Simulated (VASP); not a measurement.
The system is TaAl.

```
Ta Al
1.0
    -1.69288    1.69288    2.74025
     1.69288   -1.69288    2.74025
     1.69288    1.69288   -2.74025
Ta Al
1 1
Direct
  0.50000 0.50000 0.00000
  0.00000 0.00000 0.00000
```

The cell was built by a generator and needn't be a form met in nature.

```yaml
Program: VASP 6.6.1
Task: relaxation of cell and atoms
Functional: PBE
Potentials_or_basis: VASP PAW PBE potentials, release 64 (Ta_pv, Al)
Cutoff: 520 eV
k_mesh: 8 × 8 × 8
Occupations: gaussian, width 0.15 eV
Spin: no spin polarisation
```

At the start: pressure 33.3 GPa; volume 15.71 Å³/atom.

Q: Where does the relaxation end?

A: Over 14 steps the energy falls by 488.6 meV/atom and the volume is 18.40 Å³/atom (+17.2 %); space group Fm-3m (No. 225, to 0.05 Å).

Step by step:
```tsv
step	energy change (eV)	largest force (eV/Å)	pressure (GPa)	volume (Å³)
1	0.0000	0.0000	33.27	31.41
2	0.0139	0.0000	-15.74	47.56
3	-0.9585	0.0000	-4.53	38.16
4	-0.9631	0.0000	-2.32	37.71
5	-0.9632	0.0000	-2.41	37.58
6	-0.9625	0.0000	-1.93	37.41
7	-0.9722	0.0000	1.94	36.26
8	-0.9764	0.0000	0.66	36.66
9	-0.9764	0.0000	0.56	36.65
10	-0.9754	0.0000	1.02	36.45
11	-0.9764	0.0000	1.17	36.61
12	-0.9764	0.0000	0.94	36.63
13	-0.9768	0.0000	-0.30	36.94
14	-0.9771	0.0000	-0.09	36.80
```

Final structure:
```
CELL_PARAMETERS angstrom
-1.86737 1.86737 2.63862
1.86737 -1.86737 2.63862
1.86737 1.86737 -2.63862
ATOMIC_POSITIONS crystal
Ta 0.50000 0.50000 0.00000
Al 0.00000 0.00000 0.00000
```

Caveat: the volume moved by over 15 % at a fixed basis, so the end points are rough.
